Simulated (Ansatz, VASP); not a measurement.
**Cross-check of WS2 between VASP and Ansatz**

One calculation is typed for both programs; each brings its own data sets. How far apart do they land? Of the first pair: The structure shown is the end of the Ansatz relaxation below.

Program: Ansatz 0.2.0. Level of theory: plane waves, with VASP 6.6.1 beside it; single point at PBEsol with D3(BJ). Results are calculated unless marked as measured.

**1. The structure**

The cell holds 12 atoms: 4 W and 8 S. Its edges and angles: a = 3.117 Å, b = 3.117 Å, c = 67.100 Å, α = 90.0°, β = 90.0°, γ = 120.0°. Vacuum lies along c.

**2. Ansatz: relaxation, PBEsol with D3(BJ)**

Ansatz runs on its PAW soft_1 files.

This run makes the geometry at which the two programs are then compared.

File input.yaml:

```yaml
crystal:
  lattice:
    - [3.1171411123, 0.0, 0.0]
    - [-1.5585705562, 2.6995233905, 0.0]
    - [0.0, 0.0, 67.1000602]
  atoms:
    - { symbol: W, position: [0.3333333333, 0.6666666667, 0.1488456296] }
    - { symbol: S, position: [0.6666666667, 0.3333333333, 0.1253903642] }
    - { symbol: S, position: [0.6666666667, 0.3333333333, 0.172287776] }
    - { symbol: W, position: [0.6666666667, 0.3333333333, 0.2366785738] }
    - { symbol: S, position: [0.3333333333, 0.6666666667, 0.213257266] }
    - { symbol: S, position: [0.3333333333, 0.6666666667, 0.2600988878] }
    - { symbol: W, position: [0.3333333333, 0.6666666667, 0.3244237544] }
    - { symbol: S, position: [0.6666666667, 0.3333333333, 0.3010034404] }
    - { symbol: S, position: [0.6666666667, 0.3333333333, 0.3478450622] }
    - { symbol: W, position: [0.6666666667, 0.3333333333, 0.4122566986] }
    - { symbol: S, position: [0.3333333333, 0.6666666667, 0.3888145522] }
    - { symbol: S, position: [0.3333333333, 0.6666666667, 0.435711964] }
  periodic: [true, true, false]
kpoints:
  mp_grid: { grid: [9, 9, 1] }
hamiltonian:
  xc: pbesol
  dispersion: d3bj
  pseudopotentials: { kind: paw, azcp: { folder: soft_1 }, xc_functional: pbe }
scf:
  occupations: { method: fixed }
output:
  forces: true
  stress: true
  eigenvalues: true
relax:
  adjacent_minimum: "off"
  f_tol: 0.001
  max_steps: 60
  cell: { stress_2d_tol: 0.002 }
```

The run is started by

```bash
> ansatz run input.yaml --threads 8 --pin off --max-ram 20480MiB --backend cpu --events-out ev --progress --plain --runs-dir out
```

Numbers of over 12 decimals in the logs are rounded to 6 here.

What it wrote:

```text
Engine: ansatz 0.2.0, aarch64-unknown-linux-gnu
Pseudopotentials: kind: paw
Pseudopotential: W, paw, valence charge 14, recommended cutoff 420 eV (normal), soft_1/W.paw.azcp
Pseudopotential: S, paw, valence charge 6, recommended cutoff 420 eV (normal), soft_1/S.paw.azcp
Functional definition: PBEsol
  exchange = pbesol_x
  correlation = pbesol_c
Crystal: 12 atoms, lattice volume = 564.633 Å³
Basis set: ecut = 420 eV, 10941 PW (Γ), exchange–correlation on 48×48×900 points (8 copies of the dense FFT grid, shifted against one another)
Bands: 64, of which v1, the nominal top of the filled ones, is band 52 counted from 1 (51 counted from 0)
Symmetry: 12 space group operations
Space group: P-3m1 (ITA 164), of the structure as read, at distance tolerance 8.3e-5 Å
k-points: 12 of 81
Non-local potential: W, projectors of the file, l = 0: 3, l = 1: 2, l = 2: 2, l = 3: 1
Non-local potential: S, projectors of the file, l = 0: 2, l = 1: 2, l = 2: 1
PAW form: soft (Blöchl's): semilocal exchange-correlation on the pseudo side does not see the compensation charge
PAW frozen core: W, regenerated for the run's functional, and the local potential with it (the file was generated under x = pbe(κ = 0.804, μ = 0.219515), c = pbe(β = 0.066725))
PAW frozen core: S, regenerated for the run's functional, and the local potential with it (the file was generated under x = pbe(κ = 0.804, μ = 0.219515), c = pbe(β = 0.066725))
PAW one-centre angular grid: W, 590 points (default); XC on 64 Gauss nodes
PAW one-centre angular grid: S, 110 points (default); XC on 64 Gauss nodes
Initial density: superposition of atomic densities (neutral atoms: chi_scale 0, normalization atom)
Initial wavefunctions: pseudopotential atomic-orbital guess
Functional: x = pbesol(κ = 0.804, μ = 0.123457), c = pbesol(β = 0.046)
SCF iter   1: F=—  HF=-48126.335879 eV  |F-HF|=—  |Δ(HF+E_count)|=         —  Δρ=2.72e-2  dr2=4.79e0  ethr=3.10e-3  ⟨swp⟩=7.6  Hψ=4552  notcnv=0  defer=88
preconditioner: auto → Resta (q_TF=auto, 2.058 Å⁻¹)  ε∞=3.2  [insulator: Δε(μ)=0.934 eV  Ē_g=8.919 eV  n_scr=42 (ndim 8)  ℏωp=13.3 eV  f_vac=0.635  ε∞_Penn≈3.2  vacuum switching on, ρ_ref=5.8e-3 e/Å³]
SCF iter   2: F=—  HF=-48124.895321 eV  |F-HF|=—  |Δ(HF+E_count)|=    1.44e0  Δρ=1.20e-2  dr2=9.29e-1  ethr=3.10e-3  ⟨swp⟩=3.7  Hψ=1683  notcnv=0  defer=90
SCF iter   3: F=—  HF=-48124.724173 eV  |F-HF|=—  |Δ(HF+E_count)|=   1.71e-1  Δρ=5.43e-3  dr2=3.77e-1  ethr=8.94e-4  ⟨swp⟩=4.5  Hψ=1920  notcnv=0  defer=111
SCF iter   4: F=—  HF=-48124.677977 eV  |F-HF|=—  |Δ(HF+E_count)|=   4.62e-2  Δρ=2.32e-3  dr2=2.62e-2  ethr=3.63e-4  ⟨swp⟩=3.8  Hψ=1374  notcnv=0  defer=112
SCF iter   5: F=—  HF=-48124.674309 eV  |F-HF|=—  |Δ(HF+E_count)|=   3.67e-3  Δρ=6.38e-4  dr2=7.86e-3  ethr=2.52e-5  ⟨swp⟩=4.9  Hψ=2131  notcnv=0  defer=120
SCF iter   6: F=—  HF=-48124.673868 eV  |F-HF|=—  |Δ(HF+E_count)|=   4.41e-4  Δρ=4.06e-4  dr2=3.82e-3  ethr=7.56e-6  ⟨swp⟩=4.7  Hψ=1242  notcnv=0  defer=119
SCF iter   7: F=—  HF=-48124.673497 eV  |F-HF|=—  |Δ(HF+E_count)|=   3.71e-4  Δρ=1.73e-4  dr2=2.33e-4  ethr=3.67e-6  ⟨swp⟩=3.5  Hψ=1317  notcnv=0  defer=118
SCF iter   8: F=—  HF=-48124.673578 eV  |F-HF|=—  |Δ(HF+E_count)|=   8.09e-5  Δρ=7.78e-5  dr2=1.27e-4  ethr=2.24e-7  ⟨swp⟩=3.7  Hψ=1805  notcnv=0  defer=114
SCF iter   9: F=—  HF=-48124.673574 eV  |F-HF|=—  |Δ(HF+E_count)|=   4.17e-6  Δρ=5.62e-5  dr2=2.22e-5  ethr=1.22e-7  ⟨swp⟩=2.6  Hψ=1129  notcnv=0  defer=110
SCF iter  10: F=—  HF=-48124.673359 eV  |F-HF|=—  |Δ(HF+E_count)|=   2.15e-4  Δρ=9.27e-6  dr2=1.17e-6  ethr=2.14e-8  ⟨swp⟩=3.0  Hψ=1597  notcnv=0  defer=106
[...]
SCF 1 converged in 13 iterations: F = -48124.673359 eV  dr2 = 9.63e-9
  greatest PAW one-centre occupation: 0.999 electrons in one spin orbital (limit 2), on the W atom at site 9 (counted from 0), in its partial waves of l = 0
relax step   1: F+E_penalty+E_count = -48124.67335921 eV  Δ(F+E_penalty+E_count) = +0.000e0 eV  max|allowed force component| = 8.902e-5 eV/Å  Δτ_max = 0.0000 Å  P = -0.002 N/m  Ω = 564.633 Å³  fix = [c, alpha, beta]  reactions: c -0.000 N/m  (13 SCF iters, dr2 threshold 1.00e-7 eV, accepted)
Initial density: handed on by an earlier stage of this run
[...]
eigensolver tolerance schedule: the retry pair's looser diagonalisation over-reported the residual by 28953.67 of it (diagonalisation noise at an unbounded share of the residual, at the tolerance the schedule requests for it); recorded, not acted on — ethr = c·dr2/N_el stays at c = 1.0e-1
preconditioner: auto → Resta (q_TF=auto, 2.058 Å⁻¹)  ε∞=3.3  [insulator: Δε(μ)=0.949 eV  Ē_g=8.658 eV  n_scr=42 (ndim 8)  ℏωp=13.3 eV  f_vac=0.638  ε∞_Penn≈3.3  vacuum switching on, ρ_ref=5.4e-3 e/Å³]
SCF iter   2: F=—  HF=-48124.673359 eV  |F-HF|=—  |Δ(HF+E_count)|=   2.01e-4  Δρ=1.18e-6  dr2=2.05e-8  ethr=2.34e-11  ⟨swp⟩=7.6  Hψ=3907  notcnv=0  defer=120
SCF iter   3: F=—  HF=-48124.673359 eV  |F-HF|=—  |Δ(HF+E_count)|=   3.32e-9  Δρ=7.88e-7  dr2=4.67e-9  ethr=1.97e-11  ⟨swp⟩=2.5  Hψ=987  notcnv=0  defer=120
SCF iter   4: F=—  HF=-48124.673359 eV  |F-HF|=—  |Δ(HF+E_count)|=   1.27e-9  Δρ=4.13e-7  dr2=3.64e-9  ethr=4.49e-12  ⟨swp⟩=3.4  Hψ=1501  notcnv=0  defer=120
SCF iter   5: F=—  HF=-48124.673359 eV  |F-HF|=—  |Δ(HF+E_count)|=  8.00e-11  Δρ=2.02e-7  dr2=9.44e-10  ethr=3.50e-12  ⟨swp⟩=3.2  Hψ=1358  notcnv=0  defer=120
SCF iter   6: F=—  HF=-48124.673359 eV  |F-HF|=—  |Δ(HF+E_count)|=  3.13e-10  Δρ=2.21e-7  dr2=5.48e-10  ethr=9.08e-13 (applied; sched 1.00e-12)  ⟨swp⟩=3.2  Hψ=1504  notcnv=0  defer=120
SCF iter   7: F=—  HF=-48124.673359 eV  |F-HF|=—  |Δ(HF+E_count)|=  1.82e-10  Δρ=7.82e-8  dr2=4.86e-11  ethr=5.26e-13 (applied; sched 1.00e-12)  ⟨swp⟩=2.8  Hψ=1233  notcnv=0  defer=120
SCF iter   8: F=—  HF=-48124.673359 eV  |F-HF|=—  |Δ(HF+E_count)|=  1.75e-10  Δρ=3.93e-8  dr2=1.78e-11  ethr=4.67e-14 (applied; sched 1.00e-12)  ⟨swp⟩=3.5  Hψ=1586  notcnv=0  defer=120
SCF iter   9: F=—  HF=-48124.673359 eV  |F-HF|=—  |Δ(HF+E_count)|=  7.42e-10  Δρ=1.85e-8  dr2=3.26e-12  ethr=1.71e-14 (applied; sched 1.00e-12)  ⟨swp⟩=3.1  Hψ=1215  notcnv=0  defer=120
SCF iter  10: F=—  HF=-48124.673359 eV  |F-HF|=—  |Δ(HF+E_count)|=  5.89e-10  Δρ=5.09e-9  dr2=5.24e-13  ethr=3.14e-15 (applied; sched 1.00e-12)  ⟨swp⟩=3.4  Hψ=1608  notcnv=0  defer=120
SCF iter  11: F=-48124.673359 eV  HF=-48124.673359 eV  |F-HF|=7.28e-12  |Δ(HF+E_count)|=  4.29e-10  Δρ=1.34e-9  dr2=1.25e-14  ethr=1.00e-12  ⟨swp⟩=22.5  Hψ=7120  notcnv=0
SCF 2 converged in 11 iterations: F = -48124.673359 eV  dr2 = 1.25e-14
relax step   2: F+E_penalty+E_count = -48124.67335922 eV  Δ(F+E_penalty+E_count) = -5.835e-9 eV  max|allowed force component| = 8.145e-5 eV/Å  Δτ_max = 0.0000 Å  P = -0.001 N/m  Ω = 564.633 Å³  fix = [c, alpha, beta]  reactions: c -0.000 N/m  stress off target by 1.41e-3 N/m on what of the cell is left free  SCF on the basis re-selected at this cell (its energy is not comparable with the rows above)  (11 SCF iters)
basis re-selected at this cell: Δ(F+E_penalty+E_count) = -5.835e-9 eV, ΔP = +0.000 N/m vs the last step (what re-selecting the basis moved, of the pressure what is left beyond the Pulay correction that the steps carried, after the strain that the cell walked since its last selection, with what the two solves' SCF thresholds leave and, on support functions, any second-order correction that the steps lacked; it is no m [...]
SCF converged after 11 iterations
Free energy (F): -48124.673359 eV
Harris-Foulkes:  -48124.673359 eV  (|F-HF|=7.28e-12)
Internal energy: -48124.673359 eV  (E = F + TS)
E sigma→0 (E₀):  -48124.673359 eV
Fermi energy:    -4.981505 eV
--- Per-component energies (eV) ---
  E_band       = -2495.144714
  E_kinetic    = 2547.698629
  E_local      = -1058817.220511  (includes V_loc(G=0)·N_el)
  E_nonlocal   = 187.877302
  E_hartree    = 527957.954010
  E_xc         = -1774.785139
  E_vxc        = -1594.580388  (∫ρ·V_xc dr)
  E_paw        = -38543.339304  (= ΣΔE_a)
  E_vpaw       = -734.828393  (= ΣTr[D̂ρ^β])
  E_aug_tail   = 0.000616  (compensation charges beyond the density's cutoff)
  E_ewald      = 520320.227742
  E_disp       = -4.469731  (pairwise vdW)
  E_core_change = 1.383026  (= ΣΔE_core)
  E_smearing   = -0.000000  (= −TS)
  E_closure    = -0.000000  (closes the sum)
  Σ components = -48124.673359   (vs F -48124.673359, Δ=0.00e0)
--- Forces (eV/Å), atoms counted from 1 ---
  atom   1  W     -0.00000000    -0.00000000     0.00000251
  atom   2  S      0.00000000     0.00000000    -0.00000064
  atom   3  S      0.00000000     0.00000000    -0.00002020
  atom   4  W      0.00000000     0.00000000    -0.00006305
  atom   5  S     -0.00000000    -0.00000000     0.00007451
  atom   6  S     -0.00000000    -0.00000000     0.00008145
  atom   7  W     -0.00000000    -0.00000000     0.00006305
  atom   8  S      0.00000000     0.00000000    -0.00008145
  atom   9  S      0.00000000     0.00000000    -0.00007451
  atom  10  W      0.00000000     0.00000000    -0.00000251
  atom  11  S     -0.00000000    -0.00000000     0.00002020
  atom  12  S     -0.00000000    -0.00000000     0.00000064
  max |Σ_I F_I| component: 4.63e-18 eV/Å
--- 2D stress c σ (N/m, compression-positive) ---
       -0.001409       0.000000       0.000000
        0.000000      -0.001409       0.000000
        0.000000       0.000000       0.000000
  P = ½ c Tr σ = -0.0014 N/m
--- Band table (eV; the first three rows and the last of 12) ---
  k-point 0: bands = [... 48 lower, -6.3019, -5.5987, -5.2021, -4.9815, -2.7213, -2.7213, -2.7180, -2.7180, ... 8 higher]
  k-point 1: bands = [... 48 lower, -6.2906, -5.7771, -5.5529, -5.4550, -3.0087, -2.9727, -2.8962, -2.8942, ... 8 higher]
  k-point 2: bands = [... 48 lower, -6.5894, -6.4808, -6.4715, -6.4517, -3.6734, -3.4697, -3.1943, -3.1793, ... 8 higher]
  k-point 11: bands = [... 48 lower, -5.8917, -5.8047, -5.6937, -5.6057, -3.6631, -3.6631, -3.6453, -3.6453, ... 8 higher]
--- Relaxed structure (1 steps of the walk, 1 accepted, 1 SCFs on fresh bases) ---
  F+E_penalty+E_count = -48124.67335922 eV   max|allowed force component| = 8.145e-5 eV/Å   (the final SCF, on the basis selected at the relaxed cell)
  cell:  # Å, volume = 564.6333 Å³
    - [3.117141, 2.8867604859685433e-11, 0.0]
    - [-1.558571, 2.699523, 0.0]
    - [0.0, 0.0, 67.1000602]
  atoms:
    - { symbol: W, position: [0.333333, 0.666667, 0.1488456296] }
    - { symbol: S, position: [0.666667, 0.333333, 0.1253903642] }
    - { symbol: S, position: [0.666667, 0.333333, 0.172287776] }
    - { symbol: W, position: [0.666667, 0.333333, 0.236679] }
    - { symbol: S, position: [0.333333, 0.666667, 0.213257] }
    - { symbol: S, position: [0.333333, 0.666667, 0.260099] }
    - { symbol: W, position: [0.333333, 0.666667, 0.324424] }
    - { symbol: S, position: [0.666667, 0.333333, 0.301003] }
    - { symbol: S, position: [0.666667, 0.333333, 0.3478450622] }
    - { symbol: W, position: [0.666667, 0.333333, 0.412257] }
    - { symbol: S, position: [0.333333, 0.666667, 0.3888145522] }
    - { symbol: S, position: [0.333333, 0.666667, 0.435711964] }
```

The column dr2 measures how far the density is from self-consistency, as an energy; F and HF (Harris–Foulkes) agree once it is small.

[end of part 1 of 3]

[Lines on the potential files, build, host, timing and source positions are cut from VASP's logs without a mark.]

[Logs are printed without paths, hosts, clocks, repeated set-up lines and the standing remarks that a program may print on its own settings, such as how far it seeks lower states.]

[Hosts, paths, dates, database ids (printed as entryN), source tags and the programs' standing remarks are cut or masked in the printed files.]
